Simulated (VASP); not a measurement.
Here is the system:

```yaml
crystal:
  lattice:
    - [-2.08811, 2.08811, 2.08811]
    - [2.08811, -2.08811, 2.08811]
    - [2.08811, 2.08811, -2.08811]
  atoms:
    - { symbol: Na, position: [0.00000, 0.00000, 0.00000] }
```

Computed with optB86b-vdW, VASP's PBE PAW potentials (set 64) (plane waves; VASP). Numerical set-up: 520 eV cut-off, Gaussian smearing of 0.050 eV, potentials Na_pv.

Question: Estimate the band gap (along the path) with the smallest direct gap where there is one.

Answer: 
```yaml
band gap (along the path): none (metal, semimetal or under 0.01 eV)
```

The compound is Na in the bcc structure. It was relaxed first, which changed the volume by -6 %.
